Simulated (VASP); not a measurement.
Input:

```
W
1.0
   -1.58632     1.58632     1.58632
    1.58632    -1.58632     1.58632
    1.58632     1.58632    -1.58632
W
1
Direct
  0.00000   0.00000   0.00000
```

Level of theory: r2SCAN meta-GGA, VASP's PBE PAW potentials (set 64) (plane waves; VASP 6.6.1). Settings: 400 eV cut-off, 15×15×15 Γ-centred mesh, first-order Methfessel-Paxton smearing of 0.10 eV, potentials W_sv.

Unless said otherwise, spin-orbit coupling is left out, though it shifts the bands of the heavy elements here.

Question: What does the run give for the energy per atom (σ→0), band gap (on the k-mesh) with the smallest direct gap where there is one?

Answer: 
- band gap (on the k-mesh) = none (metal, semimetal or under 0.01 eV)
- energy per atom (σ→0) = -51353 meV/atom

Total energies compare only between runs with the same potentials, cut-off and functional.

The compound is W in the bcc structure. It was relaxed first. The start is the result of an earlier pass.
